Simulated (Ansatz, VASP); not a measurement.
# Cross-check of TiAl (TiAl (P4/mmm)) between VASP and Ansatz

Wanted: the spread between two codes on one cell, functional and k mesh. The cell is taken from a series of runs on this material, whose earlier steps may have relaxed, scaled, displaced or heated it; both programs get it as it stands.

Calculated with Ansatz 0.2.0; plane waves, with VASP 6.6.1 beside it; relaxation of cell and atoms at r2SCAN.

## 1. The starting structure

The structure is tetragonal, space group P4/mmm (No. 123). The conventional cell has a = 2.811 Å, b = 2.811 Å, c = 4.066 Å, α = 90.00°, β = 90.00°, γ = 90.00°. Nearest to Ti lie 4 Ti at 2.81 Å and 8 Al at 2.84 Å. Nearest to Al lie 4 Al at 2.81 Å and 8 Ti at 2.84 Å. Farther neighbours are not listed.

Coordinates:

```cif
data_structure
_symmetry_space_group_name_H-M 'P4/mmm'
_symmetry_Int_Tables_number 123
_cell_length_a 2.8108
_cell_length_b 2.8108
_cell_length_c 4.0664
_cell_angle_alpha 90.000
_cell_angle_beta 90.000
_cell_angle_gamma 90.000
_cell_volume 32.13
loop_
_atom_site_label
_atom_site_type_symbol
_atom_site_symmetry_multiplicity
_atom_site_Wyckoff_symbol
_atom_site_fract_x
_atom_site_fract_y
_atom_site_fract_z
_atom_site_occupancy
Ti1 Ti 1 d 0.50000 0.50000 0.50000 1
Al1 Al 1 a 0.00000 0.00000 0.00000 1
```

## 2. Ansatz: relaxation of cell and atoms, r2SCAN

Ansatz runs on its PAW soft_1 files.

The relaxed volume is the usual yardstick between codes: in a stiff, nearly cubic crystal its relative difference is about their pressure difference at one cell divided by the bulk modulus.

The input, input.yaml:

```yaml
crystal:
  lattice:
    - [2.8107518, 0.0, 0.0]
    - [0.0, 2.8107518, 0.0]
    - [0.0, 0.0, 4.0664219]
  atoms:
    - { symbol: Ti, position: [0.5, 0.5, 0.5] }
    - { symbol: Al, position: [0.0, 0.0, 0.0] }
basis:
  ecutwfc: 500
  xc_grid: 2
hamiltonian:
  xc: r2scan
  pseudopotentials: { kind: paw, azcp: { folder: soft_1 } }
kpoints:
  mp_grid: { grid: [14, 14, 10] }
scf:
  occupations: { method: fermi_dirac, width: 0.05 }
  max_iter: 150
output:
  forces: true
  stress: true
relax:
  f_tol: 0.01
  max_steps: 60
  cell: {}
checkpoint:
  write: "../r2scan.run"
  compress: false
  write_wavefunctions: false
  write_every: 100000
```

Run with:

```sh
$ ansatz run input.yaml --threads 4 --pin off --max-ram 6594MiB --backend cpu --events-out ev --progress --plain --runs-dir out
```

Numbers of over 12 decimals in the logs are rounded to 6 here.

Log:

```text
Engine: ansatz 0.2.0, aarch64-unknown-linux-gnu
Pseudopotentials: kind: paw
Pseudopotential: Ti, paw, valence charge 12, recommended cutoff 500 eV (meta_gga), soft_1/Ti.paw.azcp
Pseudopotential: Al, paw, valence charge 3, recommended cutoff 500 eV (meta_gga), soft_1/Al.paw.azcp
Functional definition: r2SCAN
  parameter k0 = 0.174
  parameter k1 = 0.065
  parameter a1 = 4.9479
  exchange = r2scan_x(k0 = k0, k1 = k1, a1 = a1)
  correlation = r2scan_c
Crystal: 2 atoms, lattice volume = 32.126 Å³
Basis set: ecut = 500 eV, 815 PW (Γ), exchange–correlation on 48×48×60 points (8 copies of the dense FFT grid, shifted against one another)
Bands: 12, of which v1, the nominal top of the filled ones, is band 8 counted from 1 (7 counted from 0)
Symmetry: 16 space group operations
Space group: P4/mmm (ITA 123), of the structure as read, at distance tolerance 3.2e-5 Å
k-points: 216 of 1960
Non-local potential: Ti, projectors of the file, l = 0: 3, l = 1: 2, l = 2: 3, l = 3: 1
Non-local potential: Al, projectors of the file, l = 0: 2, l = 1: 2, l = 2: 1
PAW form: soft (Blöchl's): semilocal exchange-correlation on the pseudo side does not see the compensation charge
PAW frozen core: Ti, regenerated for the run's functional (the file was generated under x = pbe(κ = 0.804, μ = 0.219515), c = pbe(β = 0.066725))
PAW frozen core: Al, regenerated for the run's functional (the file was generated under x = pbe(κ = 0.804, μ = 0.219515), c = pbe(β = 0.066725))
PAW one-centre angular grid: Ti, 590 points (default); XC on 160 Gauss nodes
PAW one-centre angular grid: Al, 302 points (default); XC on 160 Gauss nodes
Initial density: superposition of atomic densities (chi_scale 0.1, normalization cell, long waves kept (reshape's long-wave potential 0.00 eV rms))
Initial wavefunctions: pseudopotential atomic-orbital guess
Functional: x = r2scan, c = r2scan; τ floored in thin density (d = 2e-4 eV/Å³)
SCF iter   1: F=—  HF=-3045.792671 eV  |F-HF|=—  |Δ(HF+E_count)|=         —  Δρ=4.97e-2  dr2=7.37e-1  dr2_τ=3.43e-2  ethr=3.10e-3  ⟨swp⟩=4.6  Hψ=13102  notcnv=0
preconditioner: auto → none  [metal: Δε(μ)=0.011 eV  Ē_g=5.983 eV  σ=0.050 eV  W_gap=0.06  n_scr=6 (ndim 8)  ℏωp=17.3 eV  f_vac=0.000  D(μ)=1.54/eV (n_scr^D=14)  sad-step TF]
SCF iter   2: F=—  HF=-3045.729188 eV  |F-HF|=—  |Δ(HF+E_count)|=   6.35e-2  Δρ=2.36e-2  dr2=2.18e-1  dr2_τ=3.02e-3  ethr=3.10e-3  ⟨swp⟩=2.7  Hψ=6286  notcnv=0  defer=9
SCF iter   3: F=—  HF=-3045.751839 eV  |F-HF|=—  |Δ(HF+E_count)|=   2.27e-2  Δρ=2.15e-2  dr2=2.80e-1  dr2_τ=7.01e-3  ethr=1.45e-3  ⟨swp⟩=2.0  Hψ=4320  notcnv=0  defer=9
SCF iter   4: F=—  HF=-3045.696201 eV  |F-HF|=—  |Δ(HF+E_count)|=   5.56e-2  Δρ=4.38e-3  dr2=5.79e-3  dr2_τ=5.48e-4  ethr=1.45e-3  ⟨swp⟩=2.0  Hψ=5200  notcnv=0  defer=6
SCF iter   5: F=—  HF=-3045.696089 eV  |F-HF|=—  |Δ(HF+E_count)|=   1.12e-4  Δρ=5.92e-4  dr2=5.30e-5  dr2_τ=4.86e-6  ethr=3.86e-5  ⟨swp⟩=2.4  Hψ=4218  notcnv=0  defer=6
SCF iter   6: F=—  HF=-3045.696146 eV  |F-HF|=—  |Δ(HF+E_count)|=   5.69e-5  Δρ=1.37e-4  dr2=4.22e-6  dr2_τ=3.75e-7  ethr=3.54e-7  ⟨swp⟩=2.2  Hψ=4226  notcnv=0  defer=6
SCF iter   7: F=-3045.696147 eV  HF=-3045.696147 eV  |F-HF|=5.18e-8  |Δ(HF+E_count)|=   1.27e-6  Δρ=1.77e-5  dr2=9.88e-8  dr2_τ=5.46e-9  ethr=6.67e-10  ⟨swp⟩=2.9  Hψ=9663  notcnv=0
SCF 1 converged in 7 iterations: F = -3045.696147 eV  dr2 = 9.88e-8
  greatest PAW one-centre occupation: 1.000 electrons in one spin orbital (limit 2), on the Ti atom at site 0 (counted from 0), in its partial waves of l = 0
relax step   1: F+E_penalty+E_count = -3045.69614689 eV  Δ(F+E_penalty+E_count) = +0.000e0 eV  max|allowed force component| = 2.219e-31 eV/Å  Δτ_max = 0.0000 Å  P = -0.040 GPa  Ω = 32.126 Å³  (7 SCF iters, dr2 threshold 1.00e-7 eV, accepted)
Initial density: handed on by an earlier stage of this run
Initial wavefunctions: pseudopotential atomic-orbital guess (no wavefunctions were taken with the density)
iter 1 solved again at ethr=6.62e-9 eV; its pass at ethr=3.10e-3 eV (dr2=9.93e-7 eV) is discarded
SCF iter   1: F=—  HF=-3045.696147 eV  |F-HF|=—  |Δ(HF+E_count)|=         —  Δρ=1.77e-5  dr2=9.85e-8  dr2_τ=5.45e-9  ethr=6.62e-9  ⟨swp⟩=3.0  Hψ=20479  notcnv=0
preconditioner: auto → none  [metal: Δε(μ)=0.012 eV  Ē_g=5.726 eV  σ=0.050 eV  W_gap=0.06  n_scr=6 (ndim 8)  ℏωp=17.3 eV  f_vac=0.000  D(μ)=1.60/eV (n_scr^D=14)]
SCF iter   2: F=—  HF=-3045.696147 eV  |F-HF|=—  |Δ(HF+E_count)|=   1.32e-8  Δρ=8.66e-6  dr2=3.05e-8  dr2_τ=1.94e-9  ethr=6.57e-10  ⟨swp⟩=2.1  Hψ=3966  notcnv=0
SCF iter   3: F=—  HF=-3045.696147 eV  |F-HF|=—  |Δ(HF+E_count)|=  7.52e-10  Δρ=5.90e-6  dr2=1.66e-8  dr2_τ=5.43e-10  ethr=2.03e-10  ⟨swp⟩=2.1  Hψ=3463  notcnv=0
SCF iter   4: F=—  HF=-3045.696147 eV  |F-HF|=—  |Δ(HF+E_count)|=   2.41e-9  Δρ=1.98e-6  dr2=5.97e-10  dr2_τ=3.46e-11  ethr=1.11e-10  ⟨swp⟩=2.0  Hψ=2946  notcnv=0
SCF iter   5: F=-3045.696147 eV  HF=-3045.696147 eV  |F-HF|=4.55e-12  |Δ(HF+E_count)|=  4.45e-10  Δρ=1.94e-7  dr2=3.90e-12  dr2_τ=6.34e-13  ethr=1.00e-12  ⟨swp⟩=3.2  Hψ=11142  notcnv=0
SCF 2 converged in 5 iterations: F = -3045.696147 eV  dr2 = 3.90e-12
relax step   2: F+E_penalty+E_count = -3045.69614692 eV  Δ(F+E_penalty+E_count) = -3.672e-8 eV  max|allowed force component| = 1.972e-31 eV/Å  Δτ_max = 0.0000 Å  P = -0.040 GPa  Ω = 32.126 Å³  stress off target by 4.45e-2 GPa  SCF on the basis re-selected at this cell (its energy is not comparable with the rows above)  (5 SCF iters)
basis re-selected at this cell: Δ(F+E_penalty+E_count) = -3.672e-8 eV, ΔP = +0.000 GPa vs the last step (what re-selecting the basis moved, of the pressure what is left beyond the Pulay correction that the steps carried, after the strain that the cell walked since its last selection, with what the two solves' SCF thresholds leave and, on support functions, any second-order correction that the steps lacked; it is no m [...]
SCF converged after 5 iterations
Free energy (F): -3045.696147 eV
Harris-Foulkes:  -3045.696147 eV  (|F-HF|=4.55e-12)
Internal energy: -3045.682929 eV  (E = F + TS)
E sigma→0 (E₀):  -3045.689538 eV
Entropy (-TS):   -0.013218 eV (-6.609 meV/atom)
Fermi energy:    11.072035 eV
--- Per-component energies (eV) ---
  E_band       = -177.458520
  E_kinetic    = 304.802993
  E_local      = -1129.172760  (includes V_loc(G=0)·N_el)
  E_nonlocal   = 70.193464
  E_hartree    = 470.484475
  E_xc         = -147.577209
  E_vxc        = -192.707704  (∫ρ·V_xc dr)
  E_paw        = -1525.990974  (= ΣΔE_a)
  E_vpaw       = -183.103847  (= ΣTr[D̂ρ^β])
  E_aug_tail   = -0.000023  (compensation charges beyond the density's cutoff)
  E_vtau       = 11.560403  (kinetic-family band-sum trace: ∫τ·v_τ [+ j·A + Jᵃ·Aᵃ] dr)
  E_ewald      = -1088.109330
  E_core_change = -0.313564  (= ΣΔE_core)
  E_smearing   = -0.013218  (= −TS)
  E_closure    = 0.000000  (closes the sum)
  Σ components = -3045.696147   (vs F -3045.696147, Δ=0.00e0)
--- Forces (eV/Å), atoms counted from 1 ---
  atom   1  Ti     0.00000000     0.00000000     0.00000000
  atom   2  Al    -0.00000000     0.00000000     0.00000000
  max |Σ_I F_I| component: 3.94e-31 eV/Å
--- Stress (GPa, compression-positive) ---
       -0.044504       0.000000       0.000000
        0.000000      -0.044504       0.000000
        0.000000       0.000000      -0.029834
  P = ⅓ Tr σ = -0.0396 GPa (-0.396 kbar)
--- Relaxed structure (1 steps of the walk, 1 accepted, 1 SCFs on fresh bases) ---
  F+E_penalty+E_count = -3045.69614692 eV   max|allowed force component| = 1.972e-31 eV/Å   (the final SCF, on the basis selected at the relaxed cell)
  cell:  # Å, volume = 32.1261 Å³
    - [2.8107518, 0.0, 0.0]
    - [0.0, 2.8107518, 0.0]
    - [0.0, 0.0, 4.0664219]
  atoms:
    - { symbol: Ti, position: [0.5, 0.5, 0.5] }
    - { symbol: Al, position: [0.0, 0.0, 0.0] }
```

The column dr2 measures how far the density is from self-consistency, as an energy; F and HF (Harris–Foulkes) agree once it is small.

(Continued in part 2 of 2.)

[Lines on the potential files, build, host, timing and source positions are cut from VASP's logs without a mark.]

[Logs are printed without paths, hosts, clocks, repeated set-up lines and the standing remarks that a program may print on its own settings, such as how far it seeks lower states.]

[Hosts, paths, dates, database ids (printed as entryN), source tags and the programs' standing remarks are cut or masked in the printed files.]
